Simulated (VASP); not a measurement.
```yaml
crystal:
  lattice:
    - [0.00000, 3.08132, 3.08132]
    - [3.08132, 0.00000, 3.08132]
    - [3.08132, 3.08132, 0.00000]
  atoms:
    - { symbol: In, position: [0.00000, 0.00000, 0.00000] }
    - { symbol: Te, position: [0.50000, 0.50000, 0.50000] }
```

All values below come from PBEsol GGA with spin-orbit coupling, VASP's PBE PAW potentials (set 64) (plane waves; VASP). Settings: 400 eV cut-off, 9×9×9 Γ-centred mesh, Gaussian smearing of 0.050 eV, potentials In_d Te.

Predict the energy per atom (σ→0), band gap (over mesh and band path) with the smallest direct gap where there is one.

- band gap (over mesh and band path) = none (metal, semimetal or under 0.01 eV)
- energy per atom (σ→0) = -3.607 eV/atom

The absolute energy has meaning only against runs of the same code, potentials and settings.

The structure comes from a computed database's InTe entry (Fm-3m); how it stands against other phases isn't given here. It was relaxed first.
